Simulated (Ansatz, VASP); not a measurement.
# LaC in VASP and in Ansatz

```
La C
1.0
     0.00000    2.71658    2.71658
     2.71658    0.00000    2.71658
     2.71658    2.71658    0.00000
La C
1 1
Direct
  0.50000 0.50000 0.50000
  0.00000 0.00000 0.00000
```

Alike in both runs: task single point; functional PBE; k mesh 12 × 12 × 12; occupations gaussian, width 0.05 eV; no spin polarisation.

|  | VASP | Ansatz |
| --- | --- | --- |
| version | VASP 6.6.1 | Ansatz 0.2.0 |
| potentials or method | VASP PAW PBE potentials, release 64 (La, C) | scalar-relativistic, plane waves, PAW |
| plane-wave cutoff (eV) | 520 | 420 |
| valence electrons in the cell | 15 | 15 |

```tsv
	VASP	Ansatz	Ansatz less VASP
gap on the k mesh at the Fermi level (eV)	none	none	-
pressure (GPa)	0.0	0.0	+0.04
```

A gap of «none» marks a metal or a gap that the smearing closes.

Spin-orbit coupling is left out, which matters for the levels of La.
